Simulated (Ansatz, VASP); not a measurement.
# Cross-check of Be (Beryllium) between VASP and Ansatz

One calculation is typed for both programs; each brings its own data sets. How far apart do they land? The cell is taken from a series of runs on this material, whose earlier steps may have relaxed, scaled, displaced or heated it; both programs get it as it stands.

Calculated with Ansatz 0.2.0; plane waves, with VASP 6.6.1 beside it; zone-centre phonons at LDA.

**1. Set-up**

The structure is hexagonal, space group P6_3/mmc (No. 194). Conventional cell: a = 2.251 Å, b = 2.251 Å, c = 3.543 Å, α = 90.00°, β = 90.00°, γ = 120.00°. Nearest to Be lie 12 Be at 2.20 to 2.25 Å.

Structure file:

```xyz
2
Lattice="2.2510 0.0000 0.0000 -1.1255 1.9494 0.0000 0.0000 0.0000 3.5426" Properties=species:S:1:pos:R:3 pbc="T T T"
Be    0.0000    1.2996    0.8856
Be    1.1255    0.6498    2.6569
```

**2. VASP: zone-centre phonons, LDA**

Second derivatives magnify differences that forces hide, and they need a tight electronic threshold.

Lines of VASP's logs that name or quote its potential files are left out, and so is its time.

INCAR reads:

```
SYSTEM = Be
PREC = Accurate
ENCUT = 600
EDIFF = 1E-08
NELM = 120
ISMEAR = 1
SIGMA = 0.2
LREAL = .FALSE.
ALGO = Normal
GGA = CA
NBANDS = 8
LORBIT = 11
LWAVE = .FALSE.
LCHARG = .FALSE.
ISIF = 2
IBRION = 8
LASPH = .TRUE.
GGA_COMPAT = .FALSE.
KPAR = 2
```

POSCAR reads:

```
Be
1.0
    2.2510178651      0.0000000000      0.0000000000
   -1.1255089325      1.9494386555      0.0000000000
    0.0000000000      0.0000000000      3.5425836360
Be
2
Direct
    0.3333333333      0.6666666667      0.2500000000
    0.6666666667      0.3333333333      0.7500000000
```

KPOINTS reads:

```
Automatic mesh
0
Gamma
24 24 12
0 0 0
```

PAW data sets: Be (LDA family, release 64).

Launch:

```console
> mpirun -np 2 vasp_std
```

Numbers of over 12 decimals in the logs are rounded to 6 here.

The log of the run:

```text
[banner, memory and clock lines left out]
running    2 mpi-ranks, on    1 nodes
 distrk:  each k-point on    1 cores,    2 groups
 distr:  one band on    1 cores,    1 groups

 POSCAR found type information on POSCAR Be
 POSCAR found :  1 types and       2 ions
 LDA part: xc-table for (Slater(with rela. corr.)+CA(PZ))
 , standard interpolation
 POSCAR, INCAR and KPOINTS ok, starting setup
 FFT: planning ... GRIDC
 FFT: planning ... GRID_SOFT
 FFT: planning ... GRID
 WAVECAR not read
 entering main loop
       N       E                     dE             d eps       ncg     rms          rms(c)
DAV:   1    -0.442839409685E+01   -0.44284E+01   -0.19871E+03  6896   0.462E+02
DAV:   2    -0.845167590688E+01   -0.40233E+01   -0.39155E+01 10880   0.450E+01
DAV:   3    -0.846576071356E+01   -0.14085E-01   -0.14068E-01  7120   0.272E+00
DAV:   4    -0.846576487700E+01   -0.41634E-05   -0.41636E-05  9792   0.504E-02
DAV:   5    -0.846576487710E+01   -0.97060E-10   -0.22189E-09  7104   0.237E-04    0.124E+00
DAV:   6    -0.843023554962E+01    0.35529E-01   -0.25351E-03  8888   0.353E-01    0.749E-01
DAV:   7    -0.841375863183E+01    0.16477E-01   -0.42596E-03  9520   0.445E-01    0.188E-02
DAV:   8    -0.841375054480E+01    0.80870E-05   -0.76053E-06  7168   0.274E-02    0.508E-03
DAV:   9    -0.841374960070E+01    0.94410E-06   -0.51568E-07  9352   0.619E-03    0.468E-04
DAV:  10    -0.841374959146E+01    0.92366E-08   -0.17391E-09  6272   0.386E-04
   1 F= -.84137496E+01 E0= -.84135932E+01  d E =-.469145E-03
 Linear response reoptimize wavefunctions to high precision
DAV:   1    -0.841374959063E+01    0.83223E-09   -0.29008E-10  7584   0.141E-04
DAV:   2    -0.841374959063E+01   -0.71054E-13   -0.77166E-13  3504   0.694E-06
 Linear response DOF=           2
 Linear response progress:
  Degree of freedom:   1/  2
       N       E                     dE             d eps       ncg     rms          rms(c)
RMM:   1    -0.715093523606E-02   -0.71509E-02   -0.30224E-03 67615   0.294E-01
RMM:   2    -0.709033447746E-02    0.60601E-04   -0.23663E-05 50378   0.260E-02    0.256E-02
RMM:   3    -0.709911130960E-02   -0.87768E-05   -0.79233E-07 50749   0.640E-03    0.153E-02
RMM:   4    -0.713306199000E-02   -0.33951E-04   -0.16689E-06 50802   0.931E-03    0.372E-04
RMM:   5    -0.713298043494E-02    0.81555E-07   -0.63293E-10 52038   0.280E-04    0.125E-04
RMM:   6    -0.713290858165E-02    0.71853E-07    0.50621E-10 51692   0.963E-05    0.607E-06
RMM:   7    -0.713290513219E-02    0.34495E-08    0.17716E-10 50094   0.383E-06    0.173E-06
 first order change of Fermi-energy   0.17796E-05
 force on displaced ion       1 direction 1 :  -3.622   0.000   0.000
 Linear response progress:
  Degree of freedom:   2/  2
       N       E                     dE             d eps       ncg     rms          rms(c)
RMM:   1    -0.188491575364E-01   -0.18849E-01    0.18198E-02 24431   0.674E-01
RMM:   2    -0.162537657963E-01    0.25954E-02   -0.21878E-03 16088   0.775E-02    0.112E-01
RMM:   3    -0.153296728104E-01    0.92409E-03    0.52286E-04 15977   0.917E-02    0.416E-02
RMM:   4    -0.155213632862E-01   -0.19169E-03    0.15173E-04 16287   0.523E-02    0.406E-03
RMM:   5    -0.155515656796E-01   -0.30202E-04   -0.24187E-05 16997   0.335E-03    0.651E-04
RMM:   6    -0.155501721395E-01    0.13935E-05   -0.37580E-06 16722   0.504E-04    0.838E-05
RMM:   7    -0.155496972683E-01    0.47487E-06   -0.51101E-07 17335   0.361E-05    0.114E-05
RMM:   8    -0.155496585085E-01    0.38760E-07   -0.17543E-08 17321   0.679E-06    0.872E-07
RMM:   9    -0.155496555818E-01    0.29268E-08    0.66612E-10 12386   0.543E-07    0.193E-07
 first order change of Fermi-energy   0.91913E-05
 force on displaced ion       1 direction 3 :   0.000  -0.000  -7.898
 Linear response finished
```

From OUTCAR (step 2):

```text
ion  position               nearest neighbor table
   1  0.333  0.667  0.250-   2 2.20   2 2.20   2 2.20   2 2.20   2 2.20   2 2.20
   2  0.667  0.333  0.750-   1 2.20   1 2.20   1 2.20   1 2.20   1 2.20   1 2.20

  LATTYP: Found a hexagonal cell.
 ALAT       =     2.2510178651
 C/A-ratio  =     1.5737696670

 Subroutine GETGRP returns: Found 24 space group operations
 (whereof 12 operations were pure point group operations)

The static configuration has the point symmetry D_3d.
 The point group associated with its full space group is D_6h.

 Found    427 irreducible k-points:

   k-points           NKPTS =    427   k-points in BZ     NKDIM =    427   number of bands    NBANDS=      8

   dimension x,y,z NGX =    18 NGY =   18 NGZ =   28
   dimension x,y,z NGXF=    36 NGYF=   36 NGZF=   56

   ENCUT  =  600.0 eV  44.10 Ry    6.64 a.u.   4.50  4.50  7.08*2*pi/ulx,y,z

   NELECT =       4.0000    total number of electrons

 k-points in reciprocal lattice and weights: Automatic mesh
   0.00000000  0.00000000  0.00000000       0.000
   0.04166667 -0.00000000  0.00000000       0.001
   0.08333333 -0.00000000  0.00000000       0.001
   0.12500000  0.00000000  0.00000000       0.001
   0.16666667 -0.00000000  0.00000000       0.001
   0.20833333  0.00000000  0.00000000       0.001
   0.25000000  0.00000000  0.00000000       0.001
   0.29166667  0.00000000  0.00000000       0.001
   0.33333333  0.00000000  0.00000000       0.001
[...]
0.33333333  0.29166667  0.50000000       0.002
   0.33333333  0.33333333  0.50000000       0.000

 average (electrostatic) potential at core
       1 -30.0817       2 -30.0817

  Total       -0.3126471     -0.3126471     -0.3116435     -0.0000000      0.0000000      0.0000000
  in kB      -32.2222897    -32.2222897    -32.1188533     -0.0000000      0.0000000      0.0000000
  external PRESSURE =     -32.1878109 kB  Pullay stress =       0.0000000 kB

  energy-cutoff  :      600.00
  volume of cell :       15.55
      direct lattice vectors                 reciprocal lattice vectors
     2.251017865  0.000000000  0.000000000     0.444243476  0.256484090  0.000000000
    -1.125508933  1.949438656  0.000000000     0.000000000  0.512968180  0.000000000
     0.000000000  0.000000000  3.542583636     0.000000000  0.000000000  0.282279856

 POSITION                                       TOTAL-FORCE (eV/Angst)
 -----------------------------------------------------------------------------------
     -0.00000      1.29963      0.88565        -0.000000     -0.000000      0.000000
      1.12551      0.64981      2.65694         0.000000      0.000000      0.000000
 -----------------------------------------------------------------------------------
    total drift:                                0.000000     -0.000000      0.000000

 Eigenvectors and eigenvalues of the dynamical matrix
 ----------------------------------------------------

   1 f  =   20.696476 THz   130.039792 2PiTHz  690.360117 cm-1    85.593707 meV
             X         Y         Z           dx          dy          dz
     -0.000000  1.299626  0.885646    -0.000000    0.000000    0.707107
      1.125509  0.649813  2.656938     0.000000   -0.000000   -0.707107

   2 f  =   14.015391 THz    88.061301 2PiTHz  467.503133 cm-1    57.962975 meV
             X         Y         Z           dx          dy          dz
     -0.000000  1.299626  0.885646    -0.652204   -0.273185    0.000000
      1.125509  0.649813  2.656938     0.652204    0.273185    0.000000

   3 f  =   14.015391 THz    88.061301 2PiTHz  467.503133 cm-1    57.962975 meV
             X         Y         Z           dx          dy          dz
     -0.000000  1.299626  0.885646    -0.273185    0.652204   -0.000000
      1.125509  0.649813  2.656938     0.273185   -0.652204   -0.000000

   4 f  =    0.000000 THz     0.000002 2PiTHz    0.000008 cm-1     0.000001 meV
             X         Y         Z           dx          dy          dz
     -0.000000  1.299626  0.885646    -0.069613   -0.561500    0.424113
      1.125509  0.649813  2.656938    -0.069613   -0.561500    0.424113

   5 f  =    0.000000 THz     0.000001 2PiTHz    0.000007 cm-1     0.000001 meV
             X         Y         Z           dx          dy          dz
     -0.000000  1.299626  0.885646    -0.703576    0.048493   -0.051282
      1.125509  0.649813  2.656938    -0.703576    0.048493   -0.051282

   6 f/i=    0.000000 THz     0.000000 2PiTHz    0.000002 cm-1     0.000000 meV
             X         Y         Z           dx          dy          dz
     -0.000000  1.299626  0.885646     0.011637   -0.427044   -0.563470
      1.125509  0.649813  2.656938     0.011637   -0.427044   -0.563470

 ELASTIC MODULI CONTR FROM IONIC RELAXATION (kBar)
 Direction    XX          YY          ZZ          XY          YZ          ZX
 --------------------------------------------------------------------------------
 XX        -223.1677    223.1677     -0.0000     -0.0000      0.0000     -0.0000
 YY         223.1677   -223.1677      0.0000     -0.0000     -0.0000      0.0000
 ZZ          -0.0000      0.0000     -0.0000      0.0000      0.0000     -0.0000
 XY          -0.0000     -0.0000      0.0000   -223.1677     -0.0000      0.0000
 YZ           0.0000     -0.0000      0.0000     -0.0000     -0.0000      0.0000
 ZX          -0.0000      0.0000     -0.0000      0.0000      0.0000     -0.0000
 --------------------------------------------------------------------------------
```

(Continued in part 2 of 2.)

[Lines on the potential files, build, host, timing and source positions are cut from VASP's logs without a mark.]

[Logs are printed without paths, hosts, clocks, repeated set-up lines and the standing remarks that a program may print on its own settings, such as how far it seeks lower states.]

[Hosts, paths, dates, database ids (printed as entryN), source tags and the programs' standing remarks are cut or masked in the printed files.]
